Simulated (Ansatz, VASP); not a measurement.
# Cross-check of WS2 between VASP and Ansatz, part 2 of 2

Wanted: the spread between two codes on one cell, functional and k mesh. The cell is taken from a series of runs on this material, whose earlier steps may have relaxed, scaled, displaced or heated it; both programs get it as it stands.

VASP 6.6.1 and Ansatz 0.2.0.

So far: Starting point; VASP: relaxation of cell and atoms, LDA; Ansatz: relaxation of cell and atoms, LDA; Comparison.

## Step 5: VASP: zone-centre phonons, LDA

Level of this step: LDA, no spin polarisation; plane waves and PAW (W, S) (VASP).

Second derivatives magnify differences that forces hide, and they need a tight electronic threshold.

Input file INCAR:

```
SYSTEM = WS2
PREC = Accurate
ENCUT = 600
EDIFF = 1E-08
NELM = 120
ISMEAR = 0
SIGMA = 0.01
LREAL = .FALSE.
ALGO = Normal
GGA = CA
NBANDS = 15
LASPH = .TRUE.
LORBIT = 11
LWAVE = .FALSE.
LCHARG = .FALSE.
ISIF = 2
IBRION = 8
LEPSILON = .TRUE.
GGA_COMPAT = .FALSE.
EFERMI = MIDGAP
KPAR = 2
```

Input file POSCAR:

```
WS2
1.0
    3.1252723197      0.0000000000      0.0000000000
   -1.5626361598      2.7065652226      0.0000000000
    0.0000000000      0.0000000000     16.9528581661
W S
1 2
Direct
    0.3333333333      0.6666666667      0.0000000000
    0.6666666667      0.3333333333      0.9079460438
    0.6666666667      0.3333333333      0.0920539562
```

Input file KPOINTS:

```
Automatic mesh
0
Gamma
9 9 2
0 0 0
```

The projector-augmented-wave data sets are W and S (LDA family, release 64).

Run with:

```sh
mpirun -np 2 vasp_std
```

Numbers of over 12 decimals in the logs are rounded to 6 here.

The program printed:

```text
[... set-up lines as in an earlier step ...]
 entering main loop
       N       E                     dE             d eps       ncg     rms          rms(c)
DAV:   1     0.118022665281E+03    0.11802E+03   -0.71891E+03   720   0.104E+03
DAV:   2    -0.153392820559E+02   -0.13336E+03   -0.12512E+03  1104   0.194E+02
DAV:   3    -0.273801098967E+02   -0.12041E+02   -0.11901E+02  1036   0.648E+01
DAV:   4    -0.276047109961E+02   -0.22460E+00   -0.22411E+00   889   0.105E+01
[...]
DAV:  22    -0.262367777643E+02   -0.17737E-06   -0.52982E-09   723   0.211E-04    0.969E-05
DAV:  23    -0.262367777744E+02   -0.10079E-07   -0.24522E-10   752   0.692E-05    0.263E-05
DAV:  24    -0.262367777766E+02   -0.22123E-08   -0.58357E-11   710   0.365E-05
   1 F= -.26236778E+02 E0= -.26236778E+02  d E =0.000000E+00
 Linear response reoptimize wavefunctions to high precision
DAV:   1    -0.262367777775E+02   -0.89085E-09   -0.52799E-12   710   0.205E-05
DAV:   2    -0.262367777775E+02   -0.86402E-11    0.50171E-12   731   0.760E-06
 Linear response G [H, r] |phi>, progress :
  Direction:   1
[...]
RMM:  12    -0.917155180849E-01    0.45696E-08    0.32997E-08  4694   0.857E-05    0.684E-07
 first order change of Fermi-energy   0.11137E-03
 force on displaced ion       2 direction 1 : -11.117   0.002  -0.000
 Born effective charge ion    2 direction 1 :   0.361   0.000  -0.000
 Linear response progress:
  Degree of freedom:   4/  4
       N       E                     dE             d eps       ncg     rms          rms(c)
RMM:   1    -0.157959901269E+00   -0.15796E+00    0.15696E-02  1658   0.217E+00
RMM:   2    -0.154048417086E+00    0.39115E-02   -0.33086E-03  1156   0.423E-01    0.370E-01
RMM:   3    -0.153955011833E+00    0.93405E-04   -0.46402E-04  1193   0.128E-01    0.264E-01
RMM:   4    -0.154119725416E+00   -0.16471E-03   -0.28277E-04  1208   0.807E-02    0.516E-02
[...]
RMM:  22    -0.154123547290E+00    0.74496E-09    0.27627E-07  1122   0.114E-04    0.210E-07
RMM:  23    -0.154123547448E+00   -0.15710E-09    0.27808E-07  1061   0.113E-04    0.134E-07
RMM:  24    -0.154123548185E+00   -0.73748E-09    0.28114E-07  1028   0.113E-04    0.612E-08
 first order change of Fermi-energy  -0.14528E+01
 force on displaced ion       2 direction 3 :  -0.000   0.000 -19.343
 Born effective charge ion    2 direction 3 :   0.000  -0.000   0.046
 Born effective charges drift removed
 Linear response finished
```

From OUTCAR (step 5):

```text
  Total       -0.0467003     -0.0467003      0.0003656     -0.0000000      0.0000000      0.0000000
  in kB       -0.5217719     -0.5217719      0.0040844     -0.0000000      0.0000000      0.0000000
  external PRESSURE =      -0.3464864 kB  Pullay stress =       0.0000000 kB

 POSITION                                       TOTAL-FORCE (eV/Angst)
 -----------------------------------------------------------------------------------
     -0.00000      1.80438      0.00000         0.000000     -0.000000      0.000000
      1.56264      0.90219     15.39228        -0.000000      0.000000     -0.002616
      1.56264      0.90219      1.56058         0.000000      0.000000      0.002616
 -----------------------------------------------------------------------------------
    total drift:                               -0.000000      0.000000      0.000000

 MACROSCOPIC STATIC DIELECTRIC TENSOR (including local field effects in DFT)
 ------------------------------------------------------
           5.560771     0.000000     0.000000
           0.000000     5.560771     0.000000
          -0.000000    -0.000000     1.432713
 ------------------------------------------------------

 MACROSCOPIC STATIC DIELECTRIC TENSOR IONIC CONTRIBUTION
 ------------------------------------------------------
           0.029087     0.000000     0.000000
           0.000000     0.029087     0.000000
           0.000000     0.000000     0.000298
 ------------------------------------------------------

[... 1 part as in an earlier step ...]

[... 1 further part left out ...]
```

## Step 6: Ansatz: zone-centre phonons, LDA

The same cell, functional (in two slightly different forms) and mesh now go to Ansatz, which takes its cutoff from its data sets.

The cell is taken from a series of runs on this material, whose earlier steps may have relaxed, scaled, displaced or heated it; both programs get it as it stands.

Input file input.yaml:

```yaml
crystal:
  lattice:
    - [3.1252723197, 0.0, 0.0]
    - [-1.5626361598, 2.7065652226, 0.0]
    - [0.0, 0.0, 16.9528581661]
  atoms:
    - { symbol: W, position: [0.3333333333, 0.6666666667, 0.0] }
    - { symbol: S, position: [0.6666666667, 0.3333333333, 0.9079460438] }
    - { symbol: S, position: [0.6666666667, 0.3333333333, 0.0920539562] }
kpoints:
  mp_grid: { grid: [9, 9, 2] }
hamiltonian:
  xc: lda
scf:
  occupations: { method: fixed }
output:
  eigenvalues: true
phonons:
  method: dfpt
  dielectric: true
  rigid_motions: translations
```

Run with:

```sh
ansatz run input.yaml --threads 2 --pin off --max-ram 5120MiB --backend cpu --events-out ev --progress --plain --runs-dir out
```

The program printed:

```text
[...]
Crystal: 3 atoms, lattice volume = 143.400 Å³
Basis set: ecut = 420 eV, 2793 PW (Γ), exchange–correlation on 48×48×240 points (8 copies of the dense FFT grid, shifted against one another)
Bands: 17, of which v1, the nominal top of the filled ones, is band 13 counted from 1 (12 counted from 0)
Symmetry: 12 space group operations
k-points: 50 of 162 (irreducible under 2 space group operations, time reversal used)
[...]
optical modes at Γ + LO–TO along q̂ = [1.0000, 0.0000, 0.0000]:
      ω (cm⁻¹)  modes    IR ((D/Å)²/amu)
[...]
optical modes at Γ + LO–TO along q̂ = [0.0000, 1.0000, 0.0000]:
      ω (cm⁻¹)  modes    IR ((D/Å)²/amu)
[...]
optical modes at Γ + LO–TO along q̂ = [0.0000, 0.0000, 1.0000]:
      ω (cm⁻¹)  modes    IR ((D/Å)²/amu)
        299.39      2             0.0000
        360.75      2             0.4869
        421.25      1             0.0000
        442.78      1             0.0044
[key lines of the parts left out:]
SCF converged after 9 iterations
Free energy (F): -11871.583150 eV
Fermi energy:    0.265912 eV
```

## Step 7: Side by side

What differs besides the data sets and the points named for the pairs above, as far as they apply: VASP's response is taken on the typed mesh, Ansatz refines its own for the field response alone; the data sets hold 26 valence electrons in Ansatz (on its default PAW (the set named soft_2) files) and 18 in VASP. Total energies have different zeros and are not compared.

Compared:

```csv
quantity,Ansatz,VASP,difference
ε∞ xx,5.56,5.56,-0.01 %
ε∞ yy,5.56,5.56,-0.01 %
ε∞ zz,1.43,1.43,-0.01 %
Born charge of W1 (mean of the diagonal) (e),-0.50,-0.52,+0.01
Born charge of S2 (mean of the diagonal) (e),0.25,0.26,-0.01
optical mode 1 to 2 (cm⁻¹),299.4,301.4,-0.68 %
optical mode 3 to 4 (cm⁻¹),360.8,363.0,-0.62 %
optical mode 5 (cm⁻¹),421.2,425.8,-1.07 %
optical mode 6 (cm⁻¹),442.7,444.9,-0.48 %
```

Modes are paired by rising frequency, not by their patterns, so a pair may set unlike modes beside each other; they are those without the splitting of longitudinal modes.

## Step 8: Summary of results

* difference in volume (relaxation of cell and atoms, LDA): 0.070 %
* r.m.s. difference of the optical zone-centre modes, each program's sorted by frequency (zone-centre phonons, LDA): 2.7 cm⁻¹
* difference in optical mode 5 (zone-centre phonons, LDA): -1.1 %

The difference in volume is 0.070 % (relaxation of cell and atoms, LDA), within the 1.2 % picked in this series as the mark of a large difference, as far as the stopping tolerances let one tell. The data sets hold unlike numbers of valence electrons (26 in Ansatz and 18 in VASP), so part of the differences comes from the potentials. Among the rows given in per cent, the largest difference of the zone-centre phonons, LDA pair is in optical mode 5, -1.1 %. 1 further run of this series is not shown here. How closely two codes agree says nothing of how well the functional describes the real material.

[Lines on the potential files, build, host, timing and source positions are cut from VASP's logs without a mark.]

[Logs are printed without paths, hosts, clocks, repeated set-up lines and the standing remarks that a program may print on its own settings, such as how far it seeks lower states.]

[Hosts, paths, dates, database ids (printed as entryN), source tags and the programs' standing remarks are cut or masked in the printed files.]
